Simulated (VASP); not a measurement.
# EuAl4Si2Rh: input slips in a magnetic run and what they do

Some runs on the magnet EuAl4Si2Rh get a fault in the input on purpose. Which of them show, and how? The starting structure is a measured crystal structure from the Crystallography Open Database. The reference starts from ferromagnetic moments.

Calculated with VASP 6.6.1; Kohn-Sham DFT with plane waves and PAW; PBEsol.

## (1) Set-up

The structure is tetragonal, space group P4/mmm (No. 123). The conventional cell has a = 4.176 Å, b = 4.176 Å, c = 8.289 Å, α = 90.00°, β = 90.00°, γ = 90.00°. Nearest to Eu lie 8 Si at 3.18 Å and 8 Al at 3.45 Å. Nearest to Rh lie 8 Al at 2.51 Å. Si has 1 Si at 2.36 Å and 4 Al at 2.61 Å and 4 Eu at 3.18 Å nearest. Nearest to Al lie 2 Rh at 2.51 Å and 2 Si at 2.61 Å and 5 Al at 2.79 to 2.95 Å and 2 Eu at 3.45 Å. Farther neighbours are not listed.

Structure file:

```xyz
8
Lattice="4.1760 0.0000 0.0000 0.0000 4.1760 0.0000 0.0000 0.0000 8.2890" Properties=species:S:1:pos:R:3 pbc="T T T"
Eu    0.0000    0.0000    4.1445
Rh    0.0000    0.0000    0.0000
Si    2.0880    2.0880    5.3265
Si    2.0880    2.0880    2.9625
Al    2.0880    0.0000    6.8964
Al    0.0000    2.0880    6.8964
Al    2.0880    0.0000    1.3926
Al    0.0000    2.0880    1.3926
```

## (2) Reference run

Contents of INCAR:

```
SYSTEM = EuAl4Si2Rh
PREC = Accurate
ENCUT = 420
EDIFF = 1E-07
NELM = 200
ISMEAR = 1
SIGMA = 0.15
LREAL = .FALSE.
ALGO = Normal
GGA = PS
NBANDS = 44
ISPIN = 2
MAGMOM = 8.4 0.72 0 0 0 0 0 0
LASPH = .TRUE.
LMAXMIX = 6
AMIX = 0.2
BMIX = 1E-04
AMIX_MAG = 0.8
BMIX_MAG = 1E-04
LORBIT = 11
LWAVE = .FALSE.
LCHARG = .FALSE.
KPAR = 8
```

Contents of POSCAR:

```
EuAl4Si2Rh
1.0
    4.1760000000      0.0000000000      0.0000000000
    0.0000000000      4.1760000000      0.0000000000
    0.0000000000      0.0000000000      8.2890000000
Eu Rh Si Al
1 1 2 4
Direct
    0.0000000000      0.0000000000      0.5000000000
    0.0000000000      0.0000000000      0.0000000000
    0.5000000000      0.5000000000      0.6426000000
    0.5000000000      0.5000000000      0.3574000000
    0.5000000000      0.0000000000      0.8320000000
    0.0000000000      0.5000000000      0.8320000000
    0.5000000000      0.0000000000      0.1680000000
    0.0000000000      0.5000000000      0.1680000000
```

Contents of KPOINTS:

```
Automatic mesh
0
Gamma
8 8 4
0 0 0
```

Potentials, in the order of the species: Eu, Rh_pv, Si and Al (PBE family, release 64).

Command:

```
$ mpirun -np 8 vasp_std
```

Log:

```text
[banner, memory and clock lines left out]
running    8 mpi-ranks, on    1 nodes
 distrk:  each k-point on    1 cores,    8 groups
 distr:  one band on    1 cores,    1 groups

 POSCAR found type information on POSCAR EuRhSiAl
 POSCAR found :  4 types and       8 ions
|                                                                             |
|           W    W    AA    RRRRR   N    N  II  N    N   GGGG   !!!           |
|           W    W   A  A   R    R  NN   N  II  NN   N  G    G  !!!           |
|           W    W  A    A  R    R  N N  N  II  N N  N  G       !!!           |
|           W WW W  AAAAAA  RRRRR   N  N N  II  N  N N  G  GGG   !            |
|           WW  WW  A    A  R   R   N   NN  II  N   NN  G    G                |
|           W    W  A    A  R    R  N    N  II  N    N   GGGG   !!!           |
|                                                                             |
|     For optimal performance we recommend to set                             |
|       NCORE = 2 up to number-of-cores-per-socket                            |
|     NCORE specifies how many cores store one orbital (NPAR=cpu/NCORE).      |
|     This setting can greatly improve the performance of VASP for DFT.       |
|     The default, NCORE=1 might be grossly inefficient on modern             |
|     multi-core architectures or massively parallel machines. Do your        |
|     Unfortunately you need to use the default for GW and RPA                |
|     calculations (for HF NCORE is supported but not extensively tested      |
|     yet).                                                                   |
|                                                                             |

|                                                                             |
|               ----> ADVICE to this user running VASP <----                  |
|                                                                             |
|     You enforced a specific xc type in the INCAR file but a different       |
|     [... a line on the potential file left out ...]
|     I HOPE YOU KNOW WHAT YOU ARE DOING!                                     |
|                                                                             |

 LDA part: xc-table for (Slater+PW92), standard interpolation
 POSCAR, INCAR and KPOINTS ok, starting setup
 FFT: planning ... GRIDC
 FFT: planning ... GRID_SOFT
 FFT: planning ... GRID
 WAVECAR not read
 entering main loop
       N       E                     dE             d eps       ncg     rms          rms(c)
DAV:   1     0.270567216862E+03    0.27057E+03   -0.19260E+04 12780   0.272E+03
DAV:   2    -0.171636939386E+02   -0.28773E+03   -0.26277E+03 12244   0.447E+02
DAV:   3    -0.467721478471E+02   -0.29608E+02   -0.28736E+02 12360   0.889E+01
DAV:   4    -0.503696557787E+02   -0.35975E+01   -0.35736E+01 15664   0.206E+01
DAV:   5    -0.505612442842E+02   -0.19159E+00   -0.19144E+00 12012   0.601E+00    0.299E+01
DAV:   6    -0.528265845738E+02   -0.22653E+01   -0.13586E+00 12344   0.104E+01    0.180E+01
DAV:   7    -0.527637069268E+02    0.62878E-01   -0.56418E-01 11824   0.516E+00    0.131E+01
DAV:   8    -0.529708068460E+02   -0.20710E+00   -0.19645E+00 13352   0.162E+01    0.155E+01
DAV:   9    -0.526428603583E+02    0.32795E+00   -0.13212E+00 11476   0.133E+01    0.676E+00
DAV:  10    -0.525947124631E+02    0.48148E-01   -0.17685E-01 12456   0.315E+00    0.247E+00
DAV:  11    -0.525812957394E+02    0.13417E-01   -0.51843E-02 12752   0.244E+00    0.165E+00
DAV:  12    -0.525709490387E+02    0.10347E-01   -0.14209E-02 13480   0.169E+00    0.812E-01
DAV:  13    -0.525666560950E+02    0.42929E-02   -0.91832E-03 13312   0.673E-01    0.482E-01
DAV:  14    -0.525665786806E+02    0.77414E-04   -0.21466E-03 12736   0.301E-01    0.173E-01
DAV:  15    -0.525666028660E+02   -0.24185E-04   -0.19837E-04 14080   0.945E-02    0.122E-01
DAV:  16    -0.525665811926E+02    0.21673E-04   -0.65737E-05 12936   0.112E-01    0.641E-02
DAV:  17    -0.525665815006E+02   -0.30803E-06   -0.15618E-05 14480   0.458E-02    0.423E-02
DAV:  18    -0.525665806584E+02    0.84220E-06   -0.61035E-06 12040   0.203E-02    0.220E-02
DAV:  19    -0.525665791787E+02    0.14797E-05   -0.22735E-06 12012   0.198E-02    0.106E-02
DAV:  20    -0.525665789835E+02    0.19523E-06   -0.28209E-07  9272   0.481E-03    0.775E-03
DAV:  21    -0.525665788307E+02    0.15275E-06   -0.10592E-07  6552   0.500E-03    0.512E-03
DAV:  22    -0.525665787243E+02    0.10647E-06   -0.20627E-07  7432   0.575E-03    0.144E-03
DAV:  23    -0.525665787069E+02    0.17342E-07   -0.65131E-08  7380   0.222E-03
   1 F= -.52566579E+02 E0= -.52566525E+02  d E =-.159796E-03  mag=     6.8740
```

Wall time 1.8 min (8 MPI ranks of Intel Xeon Platinum 8259CL at 2.50GHz (Skylake/Cascade Lake), shared host); peak memory 4.1 GiB.

Lines that name or quote the potential files are left out of all logs, and their timing lines are given in words.

From OUTCAR (step 2):

```text
ion  position               nearest neighbor table
   1  0.000  0.000  0.500-   3 3.18   4 3.18   3 3.18   4 3.18   3 3.18   4 3.18   3 3.18   4 3.18
                             6 3.45   8 3.45   7 3.45   8 3.45   5 3.45   7 3.45   5 3.45   6 3.45
   2  0.000  0.000  0.000-   5 2.51   6 2.51   7 2.51   8 2.51   6 2.51   8 2.51   5 2.51   7 2.51

  LATTYP: Found a simple tetragonal cell.
 ALAT       =     4.1760000000
 C/A-ratio  =     1.9849137931

 Subroutine GETGRP returns: Found 16 space group operations
 (whereof 16 operations were pure point group operations)

The static configuration has the point symmetry D_4h.

 Found     45 irreducible k-points:

   k-points           NKPTS =     45   k-points in BZ     NKDIM =     45   number of bands    NBANDS=     44

   dimension x,y,z NGX =    28 NGY =   28 NGZ =   56
   dimension x,y,z NGXF=    56 NGYF=   56 NGZF=  112

   ENCUT  =  420.0 eV  30.87 Ry    5.56 a.u.   6.98  6.98 13.85*2*pi/ulx,y,z

   NELECT =      52.0000    total number of electrons

 k-points in reciprocal lattice and weights: Automatic mesh
   0.00000000  0.00000000  0.00000000       0.004
   0.12500000  0.00000000  0.00000000       0.016
   0.25000000  0.00000000  0.00000000       0.016
   0.37500000  0.00000000  0.00000000       0.016
   0.50000000  0.00000000  0.00000000       0.008
   0.12500000  0.12500000  0.00000000       0.016
   0.25000000  0.12500000  0.00000000       0.031
   0.37500000  0.12500000  0.00000000       0.031
   0.50000000  0.12500000  0.00000000       0.016
[...]
0.50000000  0.37500000  0.50000000       0.016
   0.50000000  0.50000000  0.50000000       0.004

 average (electrostatic) potential at core
       1 -35.5442       2 -75.0202       3 -81.9715       4 -81.9715       5 -72.9819
       6 -72.9819       7 -72.9819       8 -72.9819

 E-fermi :   7.2387

 spin component 1
 k-point     1 :       0.0000    0.0000    0.0000
  band No.  band energies     occupation
    ...
     25       6.6126      1.00000
     26       6.7968      1.00013
     27       6.9018      1.00333
     28       6.9018      1.00333
     29       6.9447      1.00908
     30       7.6236     -0.00086
     31       7.7287     -0.00002
     32       7.9620     -0.00000
     33       7.9620     -0.00000
     34       8.5210     -0.00000
    ...

 k-point     2 :       0.1250    0.0000    0.0000
  band No.  band energies     occupation
    ...
     25       6.6870      1.00000
     26       6.8224      1.00031
     27       6.8666      1.00126
     28       6.9062      1.00373
     29       7.0018      1.02402
     30       7.4882     -0.02019
     31       7.6882     -0.00010
     32       8.0615     -0.00000
     33       8.1655     -0.00000
     34       8.6975     -0.00000
    ...

 k-point     3 :       0.2500    0.0000    0.0000
  band No.  band energies     occupation
    ...
     25       6.7786      1.00006
     26       6.8381      1.00052
     27       6.8963      1.00289
     28       6.9079      1.00390
     29       7.1131      0.99910
     30       7.3921     -0.02729
     31       7.4449     -0.03265
     32       7.8559     -0.00000
     33       9.1228     -0.00000
     34       9.6543     -0.00000
    ...

 k-point     4 :       0.3750    0.0000    0.0000
  band No.  band energies     occupation
    ...
     24       6.7509      1.00002
     25       6.8258      1.00035
     26       6.8498      1.00076
     27       6.8507      1.00078
     28       7.0583      1.03538
     29       7.2498      0.43764
     30       7.6029     -0.00159
     31       7.7116     -0.00004
     32       7.7781     -0.00000
     33       8.5300     -0.00000
    ...

 k-point     5 :       0.5000    0.0000    0.0000
  band No.  band energies     occupation
    ...
     25       6.8322      1.00043
     26       6.8540      1.00086
     27       6.8631      1.00114
     28       7.1660      0.86181
     29       7.2244      0.58015
     30       7.8199     -0.00000
     31       7.9722     -0.00000
     32       8.0850     -0.00000
     33       8.1279     -0.00000
     34       8.5561     -0.00000
    ...

 k-point     6 :       0.1250    0.1250    0.0000
  band No.  band energies     occupation
    ...
     26       6.8185      1.00027
     27       6.8590      1.00100
     28       6.9092      1.00403
     29       7.0702      1.03365
     30       7.1819      0.79664
     31       7.8855     -0.00000
     32       8.5008     -0.00000
     33       8.6043     -0.00000
     34       8.8001     -0.00000
     35      10.1506     -0.00000
    ...

  Total       -2.3006075     -2.3006075     -2.8769310      0.0000000      0.0000000      0.0000000
  in kB      -25.4994021    -25.4994021    -31.8872383      0.0000000      0.0000000      0.0000000
  external PRESSURE =     -27.6286808 kB  Pullay stress =       0.0000000 kB

  energy-cutoff  :      420.00
  volume of cell :      144.55
      direct lattice vectors                 reciprocal lattice vectors
     4.176000000  0.000000000  0.000000000     0.239463602  0.000000000  0.000000000
     0.000000000  4.176000000  0.000000000     0.000000000  0.239463602  0.000000000
     0.000000000  0.000000000  8.289000000     0.000000000  0.000000000  0.120641814

 POSITION                                       TOTAL-FORCE (eV/Angst)
 -----------------------------------------------------------------------------------
      0.00000      0.00000      4.14450        -0.000000     -0.000000      0.000000
      0.00000      0.00000      0.00000        -0.000000     -0.000000      0.000000
      2.08800      2.08800      5.32651        -0.000000      0.000000     -0.163845
      2.08800      2.08800      2.96249        -0.000000      0.000000      0.163845
      2.08800      0.00000      6.89645        -0.000000     -0.000000      0.002510
      0.00000      2.08800      6.89645         0.000000     -0.000000      0.002510
      2.08800      0.00000      1.39255        -0.000000      0.000000     -0.002510
      0.00000      2.08800      1.39255        -0.000000     -0.000000     -0.002510
 -----------------------------------------------------------------------------------
    total drift:                               -0.000000     -0.000000      0.000000

  FREE ENERGIE OF THE ION-ELECTRON SYSTEM (eV)
  ---------------------------------------------------
  free  energy   TOTEN  =       -52.5665787069 eV

  energy  without entropy=      -52.5664189105  energy(sigma->0) =      -52.56652544

 total charge
# of ion       s       p       d       f       tot
--------------------------------------------------
    1        2.025   5.693   0.430   6.576  14.724
    2        0.440   6.346   7.346   0.000  14.132
    3        0.760   0.919   0.000   0.000   1.679
    4        0.760   0.919   0.000   0.000   1.679
    5        0.404   0.368   0.000   0.000   0.771
    6        0.404   0.368   0.000   0.000   0.771
    7        0.404   0.368   0.000   0.000   0.771
    8        0.404   0.368   0.000   0.000   0.771
--------------------------------------------------
tot          5.599  15.347   7.777   6.576  35.300

 magnetization (x)
# of ion       s       p       d       f       tot
--------------------------------------------------
    1       -0.011  -0.097   0.088   6.535   6.516
    2       -0.002  -0.006   0.004   0.000  -0.004
    3       -0.004  -0.010   0.000   0.000  -0.014
    4       -0.004  -0.010   0.000   0.000  -0.014
    5       -0.001  -0.001   0.000   0.000  -0.002
    6       -0.001  -0.001   0.000   0.000  -0.002
    7       -0.001  -0.001   0.000   0.000  -0.002
    8       -0.001  -0.001   0.000   0.000  -0.002
--------------------------------------------------
tot         -0.026  -0.125   0.092   6.535   6.476

[... 6 further parts left out ...]
```

The cell holds one magnetic atom, so no antiferromagnetic order fits into it. Experiment finds antiferromagnetic order in this phase (below 11.7 K, arxiv:1411.0379), so this ferromagnetic run describes another state. The PAW data sets were made with PBE, which is usual practice but a small mismatch for other functionals. At this level the cell is under a tension of 2.8 GPa, so at these settings it is away from equilibrium.

Reference: the moments inside the Eu spheres have a mean size of 6.52 μB, and the cell carries 6.87 μB, with no gap.

## (3) Run with a total moment fixed by a leftover tag

A slip made on purpose: a total moment fixed by a leftover tag. Against step 2 the input has NUPDOWN = 0 (also changed: NELM).

INCAR: that of step 2 with these lines changed.

```diff
@@ -4,3 +4,3 @@
 EDIFF = 1E-07
-NELM = 200
+NELM = 60
 ISMEAR = 1
@@ -23 +23,2 @@
 KPAR = 8
+NUPDOWN = 0
```

POSCAR is that of step 2.

KPOINTS is that of step 2.

Command:

```
$ mpirun -np 8 vasp_std
```

Log:

```text
[banner, memory and clock lines left out]
running    8 mpi-ranks, on    1 nodes
[...]
[... a notice as in an earlier step ...]

 [... a notice as in an earlier step ...]

 LDA part: xc-table for (Slater+PW92), standard interpolation
 POSCAR, INCAR and KPOINTS ok, starting setup
[...]
entering main loop
       N       E                     dE             d eps       ncg     rms          rms(c)
DAV:   1     0.271425982698E+03    0.27143E+03   -0.19260E+04 12780   0.272E+03
DAV:   2    -0.116920566903E+02   -0.28312E+03   -0.26167E+03 12244   0.441E+02
DAV:   3    -0.408053979032E+02   -0.29113E+02   -0.28071E+02 12360   0.870E+01
DAV:   4    -0.438174801766E+02   -0.30121E+01   -0.29307E+01 15664   0.201E+01
[...]
DAV:  44    -0.472330516181E+02    0.10973E-05   -0.46155E-07  9684   0.831E-03    0.116E-01
DAV:  45    -0.472330502400E+02    0.13781E-05   -0.10847E-06  9984   0.140E-02    0.585E-02
DAV:  46    -0.472330501938E+02    0.46255E-07   -0.44746E-07  8988   0.722E-03
   1 F= -.47233050E+02 E0= -.47237094E+02  d E =0.121309E-01  mag=    -0.0000
```

It took 3.6 min on 8 MPI ranks; peak memory 4.3 GiB.

Parts of OUTCAR (step 3):

```text
  Total       -2.7981080     -2.7981080     -4.2592632      0.0000000      0.0000000      0.0000000
  in kB      -31.0135830    -31.0135830    -47.2086889      0.0000000      0.0000000      0.0000000
  external PRESSURE =     -36.4119516 kB  Pullay stress =       0.0000000 kB

 POSITION                                       TOTAL-FORCE (eV/Angst)
 -----------------------------------------------------------------------------------
      0.00000      0.00000      4.14450         0.000000      0.000000      0.000000
      0.00000      0.00000      0.00000         0.000000      0.000000      0.000000
      2.08800      2.08800      5.32651        -0.000000     -0.000000     -0.197853
      2.08800      2.08800      2.96249         0.000000     -0.000000      0.197853
      2.08800      0.00000      6.89645         0.000000      0.000000     -0.067976
      0.00000      2.08800      6.89645         0.000000     -0.000000     -0.067976
      2.08800      0.00000      1.39255         0.000000     -0.000000      0.067976
      0.00000      2.08800      1.39255        -0.000000      0.000000      0.067976
 -----------------------------------------------------------------------------------
    total drift:                               -0.000000     -0.000000      0.000000

  FREE ENERGIE OF THE ION-ELECTRON SYSTEM (eV)
  ---------------------------------------------------
  free  energy   TOTEN  =       -47.2330501938 eV

  energy  without entropy=      -47.2451811407  energy(sigma->0) =      -47.23709384

 magnetization (x)
# of ion       s       p       d       f       tot
--------------------------------------------------
    1       -0.003  -0.011  -0.027   0.746   0.705
    2       -0.003  -0.037  -0.042   0.000  -0.081
    3       -0.005  -0.023   0.000   0.000  -0.028
    4       -0.005  -0.023   0.000   0.000  -0.028
    5       -0.007  -0.017   0.000   0.000  -0.024
    6       -0.007  -0.017   0.000   0.000  -0.024
    7       -0.007  -0.017   0.000   0.000  -0.024
    8       -0.007  -0.017   0.000   0.000  -0.024
--------------------------------------------------
tot         -0.043  -0.164  -0.069   0.746   0.470

[... 2 parts as in an earlier step ...]

[... 1 further part left out ...]
[key lines of the parts left out:]
E-fermi :   7.5920
```

A total moment fixed by a leftover tag: the moments inside the Eu spheres have a mean size of 0.70 μB, and the cell carries 0.00 μB.

(Part 1 of 2 ends here.)

[Lines on the potential files, build, host, timing and source positions are cut from VASP's logs without a mark.]

[Logs are printed without paths, hosts, clocks, repeated set-up lines and the standing remarks that a program may print on its own settings, such as how far it seeks lower states.]

[Hosts, paths, dates, database ids (printed as entryN), source tags and the programs' standing remarks are cut or masked in the printed files.]
